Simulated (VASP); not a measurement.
A cell of C (graphite) near equilibrium:

```
C
1.0
    1.22857    -2.12794     0.00000
    1.22857     2.12794     0.00000
    0.00000     0.00000     6.95763
C
4
Direct
  0.00000   0.00000   0.25000
  0.00000   0.00000   0.75000
  0.33333   0.66667   0.25000
  0.66667   0.33333   0.75000
```

Method: r2SCAN meta-GGA, VASP's PBE PAW potentials (set 64) (plane waves; VASP).

| run | ΔE (meV/atom) | σxx | σyy | σzz | largest shear component, with its sign (GPa) | largest force (eV/Å) |
|---|---|---|---|---|---|---|
| as it is | 0.0 | -0.28 | -0.28 | 0.04 | 0.00 | 0.000 |
| after one change | 54.6 | 8.57 | 48.39 | 1.29 | 0.00 | 0.003 |
Stress is in GPa, positive when the cell is compressed.

**Question.** What was changed between the two runs?
A) atom 3 (C) moved by 0.100 Å along x
B) isotropic strain of -4.0 %
C) biaxial strain of -4.0 % in the yz plane with the ions relaxed
D) uniaxial strain of +1.0 % along y

**Answer.** C, biaxial strain of -4.0 % in the yz plane with the ions relaxed

The compound is C in the graphite structure.
